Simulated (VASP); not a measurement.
# Rb3Ba (I4/mmm) in VASP: a series of runs

The runs below take Rb3Ba through single point, with PBE, PBEsol, BLYP.

Program: VASP 6.6.1. These are calculated values, not measurements. Logs are shortened: lines on timing, memory, paths and dates and some standing lists are left out, and cuts for length are marked.

## Step 1: Starting point

It takes space group I4/mmm (No. 139, tetragonal). The conventional cell has a = 6.743 Å, b = 6.743 Å, c = 14.743 Å, α = 90.00°, β = 90.00°, γ = 90.00°.

The cell comes from a database or a generator and needn't be the stable form of this composition.

## Step 2: Single point, PBE

The input, INCAR:

```
SYSTEM = Rb3Ba
ALGO = Normal ; EDIFF = 1E-6
ENCUT = 520 ; GGA = PE
ISIF = 2 ; ISMEAR = 0
LASPH = .True. ; LCHARG = .True.
LELF = .True. ; LREAL = .False.
LVHAR = .True. ; LWAVE = .False.
NBANDS = 26 ; NELM = 100
PREC = Accurate ; SIGMA = 0.1
```

The input, KPOINTS:

```
k-points
0
Gamma
  4 4 4
  0 0 0
```

The input, POSCAR:

```
Rb3Ba
1.0
   -3.3714590000      3.3714590000      7.3713480000
    3.3714590000     -3.3714590000      7.3713480000
    3.3714590000      3.3714590000     -7.3713480000
Rb Ba
3 1
Direct
    0.7500000000      0.2500000000      0.5000000000
    0.2500000000      0.7500000000      0.5000000000
    0.5000000000      0.5000000000      0.0000000000
    0.0000000000      0.0000000000      0.0000000000
```

Potentials or basis: VASP PAW PBE potentials, release 64 (Rb_sv, Ba_sv).

The run is started by

```
$ cat potpaw_PBE.64/Rb_sv/POTCAR potpaw_PBE.64/Ba_sv/POTCAR > POTCAR
$ mpirun -np 1 vasp_std > vasp.out
```

OUTCAR:

```text
SYSTEM = Rb3Ba
   EDIFF = 1E-6
   ENCUT = 520
   GGA = PE
   ISIF = 2
   ISMEAR = 0
   LASPH = .True.
   LREAL = .False.
   NELM = 100
   PREC = Accurate

 ion  position               nearest neighbor table
   1  0.750  0.250  0.500-   2 4.77   2 4.77   2 4.77   2 4.77   4 5.00   3 5.00   4 5.00   3 5.00
                             3 5.00   3 5.00   4 5.00   4 5.00
   2  0.250  0.750  0.500-   1 4.77   1 4.77   1 4.77   1 4.77   4 5.00   3 5.00   4 5.00   3 5.00
                             4 5.00   4 5.00   3 5.00   3 5.00
   3  0.500  0.500  0.000-   4 4.77   4 4.77   4 4.77   4 4.77   2 5.00   1 5.00   2 5.00   1 5.00
                             2 5.00   2 5.00   1 5.00   1 5.00
   4  0.000  0.000  0.000-   3 4.77   3 4.77   3 4.77   3 4.77   2 5.00   1 5.00   2 5.00   1 5.00
                             1 5.00   1 5.00   2 5.00   2 5.00

  LATTYP: Found a body centered tetragonal cell.
 ALAT       =     6.7429180000
 C/A-ratio  =     2.1863970465

  Lattice vectors:

 A1 = (  -3.3714590000,   3.3714590000,   7.3713480000)
 A2 = (   3.3714590000,  -3.3714590000,   7.3713480000)
 A3 = (   3.3714590000,   3.3714590000,  -7.3713480000)

Analysis of symmetry for initial positions (statically):
=====================================================================
 Subroutine PRICEL returns:
 Original cell was already a primitive cell.

 Routine SETGRP: Setting up the symmetry group for a
 body centered tetragonal supercell.

 Subroutine GETGRP returns: Found 16 space group operations
 (whereof 16 operations were pure point group operations)
 out of a pool of 16 trial point group operations.

The static configuration has the point symmetry D_4h.

Analysis of symmetry for dynamics (positions and initial velocities):
=====================================================================
 Subroutine PRICEL returns:
 Original cell was already a primitive cell.

 Routine SETGRP: Setting up the symmetry group for a
 body centered tetragonal supercell.

 Subroutine GETGRP returns: Found 16 space group operations
 (whereof 16 operations were pure point group operations)
 out of a pool of 16 trial point group operations.

The dynamic configuration has the point symmetry D_4h.

 Subroutine INISYM returns: Found 16 space group operations
 (whereof 16 operations are pure point group operations),
 and found     1 'primitive' translations

----------------------------------------------------------------------------------------

[... 85 lines left out ...]
   LREAL  =      F    real-space projection
   EDIFFG = 0.1E-04   stopping-criterion for IOM
   NSW    =      0    number of steps for IOM
   IBRION =     -1    ionic relax: 0-MD 1-quasi-New 2-CG
   NFREE  =      0    steps in history (QN), initial steepest desc. (CG)
   ISIF   =      2    stress and relaxation
   ISYM   =      2    0-nonsym 1-usesym 2-fastsym
   POTIM  = 0.5000    time-step for ionic-motion
   TEBEG  =    0.0;   TEEND  =   0.0 temperature during run
   PSTRESS=    0.0 pullay stress
   NELECT =      37.0000    total number of electrons
   NUPDOWN=      -1.0000    fix difference up-down
   EMIN   =  10.00;   EMAX   =-10.00  energy-range for DOS
   EFERMI =   0.00;   METHOD = LEGACY
   ISMEAR =     0;   SIGMA  =   0.10  broadening in eV -4-tet -1-fermi 0-gaus
   EFERMI_NEDOS =   21; number of points for ismear=-14 and -15
   IALGO  =     38    algorithm
   IMIX   =      4    mixing-type and parameters
     AMIX     =   0.40;   BMIX     =  1.00
     AMIX_MAG =   1.60;   BMIX_MAG =  1.00
  volume/ion in A,a.u.               =      83.79       565.43
  Fermi-wavevector in a.u.,A,eV,Ry     =   0.785346  1.484089  8.391648  0.616769
  Thomas-Fermi vector in A             =   1.889664
   LORBIT       =      0    0 simple, 1 ext, 2 COOP (PROOUT), +10 PAW based schemes
   GGA     = PE    functional components
   LHFCALC =     F    Hartree Fock is set to
   AEXX    =    0.0000 exact exchange contribution
   IVDW    =     0    specifies the selected vdW correction
   LEPSILON=     F    determine dielectric tensor
   LRPA    =     F    only Hartree local field effects (RPA)
 non-spin polarized calculation
 Gauss-broadening in eV      SIGMA  =   0.10
  energy-cutoff  :      520.00
  volume of cell :      335.15
 maximum number of plane-waves:      9052
 NGX is ok and might be reduce to    70
   NGX = 33   NGY = 33   NGZ = 33

 number of electron      37.0000000 magnetization

 Free energy of the ion-electron system (eV)
  ---------------------------------------------------
  ext. energy  EPLUGINS =         0.00000000
  ---------------------------------------------------
  free energy    TOTEN  =        -4.16738457 eV

  energy without entropy =       -4.12954521  energy(sigma->0) =       -4.14846489

 E-fermi :   0.3070     XC(G=0):  -5.9055

 val. band max:        0.2972792980   @ k =   0.0000   0.0000   0.0000
 cond. band min:       0.3103220831   @ k =   0.5000   0.5000   0.5000
 fundamental gap:      0.0130427851
 Fermi energy:         0.3069750303

 k-point     1 :       0.0000    0.0000    0.0000
  band No.  band energies     occupation
      1     -29.7289      2.00000
      2     -28.2846      2.00000
      3     -28.2787      2.00000
      4     -28.2332      2.00000
      5     -14.8498      2.00000
      6     -14.8426      2.00000
[... 366 lines left out ...]
     25       1.9751      0.00000
     26       2.1176      0.00000

------------------------ aborting loop because EDIFF is reached ----------------------------------------

  FORCE on cell =-STRESS in cart. coord.  units (eV):
  Direction    XX          YY          ZZ          XY          YZ          ZX
  --------------------------------------------------------------------------------------
  -------------------------------------------------------------------------------------
  Total       -0.0365760     -0.0365760     -0.0996372      0.0000000      0.0000000      0.0000000
  in kB       -0.1748494     -0.1748494     -0.4763098      0.0000000      0.0000000      0.0000000
  external PRESSURE =      -0.2753362 kB  Pullay stress =       0.0000000 kB

 VOLUME and BASIS-vectors are now :
 -----------------------------------------------------------------------------
  energy-cutoff  :      520.00
  volume of cell :      335.15
      direct lattice vectors                 reciprocal lattice vectors
    -3.371459000  3.371459000  7.371348000     0.000000000  0.148303746  0.067830199
     3.371459000 -3.371459000  7.371348000     0.148303746  0.000000000  0.067830199
     3.371459000  3.371459000 -7.371348000     0.148303746  0.148303746  0.000000000

 POSITION                                       TOTAL-FORCE (eV/Angst)
 -----------------------------------------------------------------------------------
     -0.00000      3.37146      3.68567         0.000000     -0.000000      0.000000
      3.37146     -0.00000      3.68567        -0.000000     -0.000000      0.000000
      0.00000      0.00000      7.37135         0.000000      0.000000     -0.000000
      0.00000      0.00000      0.00000         0.000000      0.000000     -0.000000
 -----------------------------------------------------------------------------------
    total drift:                               -0.000000     -0.000000      0.000000

  FREE ENERGIE OF THE ION-ELECTRON SYSTEM (eV)
  ---------------------------------------------------
  free  energy   TOTEN  =        -4.1673845737 eV

  energy  without entropy=       -4.1295452133  energy(sigma->0) =       -4.14846489
```

OSZICAR:

```text
N       E                     dE             d eps       ncg     rms          rms(c)
DAV:   1     0.278057581853E+03    0.27806E+03   -0.13870E+04   676   0.109E+03
DAV:   2     0.250367700205E+02   -0.25302E+03   -0.24905E+03   958   0.228E+02
DAV:   3    -0.314003490513E+01   -0.28177E+02   -0.27904E+02  1012   0.729E+01
DAV:   4    -0.413424969824E+01   -0.99421E+00   -0.99040E+00   886   0.137E+01
DAV:   5    -0.417438425095E+01   -0.40135E-01   -0.40116E-01  1016   0.237E+00    0.250E+00
DAV:   6    -0.416356201032E+01    0.10822E-01   -0.53719E-02   848   0.734E-01    0.156E+00
DAV:   7    -0.416696974376E+01   -0.34077E-02   -0.59690E-02   842   0.737E-01    0.246E-01
DAV:   8    -0.416732704140E+01   -0.35730E-03   -0.81666E-03   822   0.291E-01    0.489E-02
DAV:   9    -0.416736092693E+01   -0.33886E-04   -0.28712E-04   986   0.569E-02    0.280E-02
DAV:  10    -0.416738139216E+01   -0.20465E-04   -0.32511E-05   806   0.291E-02    0.741E-03
DAV:  11    -0.416738520699E+01   -0.38148E-05   -0.52983E-06   778   0.103E-02    0.324E-03
DAV:  12    -0.416738457369E+01    0.63330E-06   -0.50476E-07   440   0.457E-03
   1 F= -.41673846E+01 E0= -.41484649E+01  d E =-.378394E-01
```

stdout:

```text
POSCAR found type information on POSCAR RbBa
 POSCAR found :  2 types and       4 ions
 scaLAPACK will be used
 LDA part: xc-table for (Slater+PW92), standard interpolation
 POSCAR, INCAR and KPOINTS ok, starting setup
 FFT: planning ... GRIDC
 FFT: planning ... GRID_SOFT
 FFT: planning ... GRID
 WAVECAR not read
 entering main loop
```

It took 3.5 min on 1 thread of Intel Xeon Platinum 8259CL at 2.50GHz (Skylake/Cascade Lake), shared host; peak memory 0.72 GiB.

Results:

| Quantity | Value |
| --- | --- |
| Free energy | -4.1674 eV |
| Pressure | 0.0 GPa |
| Band gap on the k mesh | none (metal or under the smearing width) |

Spin-orbit coupling is left out, which matters for the levels of Ba.

## Step 3: Single point, PBEsol, collinear spin, typed start

The input, INCAR:

```
PREC = Accurate ; ENCUT = 520
EDIFF = 1E-6 ; ISMEAR = 0
SIGMA = 0.1 ; LREAL = False
LASPH = True ; NELM = 150
ALGO = Fast ; ISIF = 2
LWAVE = False ; LCHARG = False
ISPIN = 2 ; MAGMOM = -4 0 0 0
LORBIT = 11 ; GGA = PS
NBANDS = 30
```

The input, KPOINTS:

```
regular mesh
0
Gamma
  2 2 2
```

The input, POSCAR:

```
Rb3Ba
1.0
   -3.3714590000      3.3714590000      7.3713480000
    3.3714590000     -3.3714590000      7.3713480000
    3.3714590000      3.3714590000     -7.3713480000
Rb Ba
3 1
Direct
    0.9740000000      1.0230000000      1.3760000000
    0.4740000000      1.5230000000      1.3760000000
    0.7240000000      1.2730000000      0.8760000000
    0.2240000000      0.7730000000      0.8760000000
```

Potentials or basis: VASP PAW PBE potentials, release 64 (Rb_sv, Ba_sv).

The run is started by

```
$ cat potpaw_PBE.64/Rb_sv/POTCAR potpaw_PBE.64/Ba_sv/POTCAR > POTCAR
$ mpirun -np 1 vasp_std > vasp.out
```

OUTCAR:

```text
PREC = Accurate
   ENCUT = 520
   EDIFF = 1E-6
   ISMEAR = 0
   LREAL = False
   LASPH = True
   NELM = 150
   ISIF = 2
   ISPIN = 2
   LORBIT = 11
   GGA = PS

 ion  position               nearest neighbor table
   1  0.974  0.023  0.376-   2 4.77   2 4.77   2 4.77   2 4.77   4 5.00   3 5.00   4 5.00   3 5.00
                             3 5.00   3 5.00   4 5.00   4 5.00
   2  0.474  0.523  0.376-   1 4.77   1 4.77   1 4.77   1 4.77   4 5.00   3 5.00   4 5.00   3 5.00
                             4 5.00   4 5.00   3 5.00   3 5.00
[... 483 lines left out ...]
  volume of cell :      335.15
      direct lattice vectors                 reciprocal lattice vectors
    -3.371459000  3.371459000  7.371348000     0.000000000  0.148303746  0.067830199
     3.371459000 -3.371459000  7.371348000     0.148303746  0.000000000  0.067830199
     3.371459000  3.371459000 -7.371348000     0.148303746  0.148303746  0.000000000

 POSITION                                       TOTAL-FORCE (eV/Angst)
 -----------------------------------------------------------------------------------
     -1.93859      4.47393      4.57761        -0.000000     -0.000000      0.000000
      1.43287      1.10247      4.57761        -0.000000      0.000000      0.000000
      1.43287      4.47393      0.89193         0.000000     -0.000000      0.000000
      4.80433      1.10247      0.89193         0.000000      0.000000     -0.000000
 -----------------------------------------------------------------------------------
    total drift:                               -0.000000     -0.000000      0.000001

  FREE ENERGIE OF THE ION-ELECTRON SYSTEM (eV)
  ---------------------------------------------------
  free  energy   TOTEN  =        -4.7202305047 eV

  energy  without entropy=       -4.6969718828  energy(sigma->0) =       -4.70860119

 total charge

# of ion       s       p       d       tot
------------------------------------------
    1        1.966   5.315   0.010   7.292
    2        1.966   5.315   0.010   7.292
    3        1.967   5.315   0.011   7.293
    4        2.073   5.560   0.167   7.800
--------------------------------------------------
tot          7.973  21.506   0.198  29.677

 magnetization (x)

# of ion       s       p       d       tot
------------------------------------------
    1       -0.000  -0.000   0.000  -0.000
    2        0.000  -0.000   0.000   0.000
    3        0.000   0.000   0.000   0.000
    4        0.000  -0.000   0.001   0.001
--------------------------------------------------
tot          0.000  -0.000   0.001   0.001
```

stdout:

```text
POSCAR found type information on POSCAR RbBa
 POSCAR found :  2 types and       4 ions
 scaLAPACK will be used
 -----------------------------------------------------------------------------
|                                                                             |
|                                                                             |
|     You enforced a specific xc type in the INCAR file but a different       |
|     I HOPE YOU KNOW WHAT YOU ARE DOING!                                     |
|                                                                             |
 -----------------------------------------------------------------------------

 LDA part: xc-table for (Slater+PW92), standard interpolation
 POSCAR, INCAR and KPOINTS ok, starting setup
 FFT: planning ... GRIDC
 FFT: planning ... GRID_SOFT
 FFT: planning ... GRID
 WAVECAR not read
 entering main loop
```

Run time: 7.9 min. Hardware: 1 thread of Intel Xeon Platinum 8259CL at 2.50GHz (Skylake/Cascade Lake), shared host; peak memory 0.91 GiB.

Results:

* Free energy: -4.7202 eV
* Pressure: -0.3 GPa
* Band gap on the k mesh: none (metal or under the smearing width)
* Net moment: 0.00 μB per cell
* Valence electrons inside the program's atomic spheres: Rb 7.29; Ba 7.80

Caveat: the k mesh is coarse (spacing up to 0.66 Å⁻¹), so the values aren't converged; the PAW data sets were made with another functional, which shifts forces and pressure a little. The run has no spin-orbit coupling, so splittings on Ba are missing.

## Step 4: Single point, BLYP

The input, INCAR:

```
SYSTEM = Rb3Ba
  PREC = Accurate
  ENCUT = 520
  EDIFF = 1E-7
  ISMEAR = 0
  SIGMA = 0.1
  LREAL = .False.
  LASPH = .True.
  NELM = 100
  ALGO = Normal
  ISIF = 2
  LWAVE = .False.
  LCHARG = .True.
  GGA = B5
  ALDAX = 1.0
  AGGAX = 1.0
  AGGAC = 1.0
  ALDAC = 0.0
  LELF = .True.
  LVHAR = .True.
  NBANDS = 26
  ISYM = 0
```

The input, KPOINTS:

```
Automatic mesh
0
Gamma
  1 1 4
  0.17 0.4 0.26
```

The input, POSCAR:

```
Rb3Ba
1.0
   -3.3714590000      3.3714590000      7.3713480000
    3.3714590000     -3.3714590000      7.3713480000
    3.3714590000      3.3714590000     -7.3713480000
Rb Ba
3 1
Direct
    0.7500000000      0.2500000000      0.5000000000
    0.2500000000      0.7500000000      0.5000000000
    0.5000000000      0.5000000000      0.0000000000
    0.0000000000      0.0000000000      0.0000000000
```

The run is started by

```
$ cat potpaw_PBE.64/Rb_sv/POTCAR potpaw_PBE.64/Ba_sv/POTCAR > POTCAR
$ mpirun -np 1 vasp_std > vasp.out
```

Wall time 3.9 min (1 thread of Intel Xeon Platinum 8259CL at 2.50GHz (Skylake/Cascade Lake), shared host); peak memory 0.67 GiB.

Results (log left out):

| Item | Value |
| --- | --- |
| Free energy | -2.6360 eV |
| Pressure | 0.1 GPa |
| Largest force | 0.014 eV/Å |
| Band gap on the k mesh | none (metal or under the smearing width) |

Forces on the atoms (eV/Å):
```
Rb   0.009  0.011 -0.001
Rb  -0.009 -0.011  0.001
Rb   0.000  0.000  0.000
Ba   0.000  0.000  0.000
```

Stress tensor (GPa, compression positive):
```
 0.00  0.04  0.34
 0.04  0.16 -0.38
 0.34 -0.38  0.27
```

Levels at points of the mesh, in eV from the Fermi level:
```tsv
k point	band 15	band 16	band 17	band 18	band 19	band 20	band 21	band 22
(0.17, 0.40, 0.07)	-12.84	-12.83	-0.97	-0.63	0.07	0.31	0.49	0.75
```

Caveat: the k mesh is coarse (spacing up to 1.02 Å⁻¹), so the values aren't converged; the PAW data sets were made with another functional, which shifts forces and pressure a little. Spin-orbit coupling is left out, which matters for the levels of Ba.

## Step 5: Overview

| level | spin | k mesh | mesh quality | gap on the mesh (eV) | pressure (GPa) |
| --- | --- | --- | --- | --- | --- |
| PBE | off | 4 × 4 × 4 | not flagged | none | 0.0 |
| PBEsol | collinear, typed start | 2 × 2 × 2 | coarse | none | -0.3 |
| BLYP | off | 1 × 1 × 4, shifted | coarse | none | 0.1 |

Alike in all rows: task single point; potentials or basis VASP PAW PBE potentials, release 64 (Rb_sv, Ba_sv); cell as given; cutoff (eV) 520; smearing gaussian 0.1 eV.

Caveats: some runs use coarse meshes; the PAW data sets were made with another functional, which shifts forces and pressure a little (some runs).

Absolute energies hang on the potentials; compare differences alone.
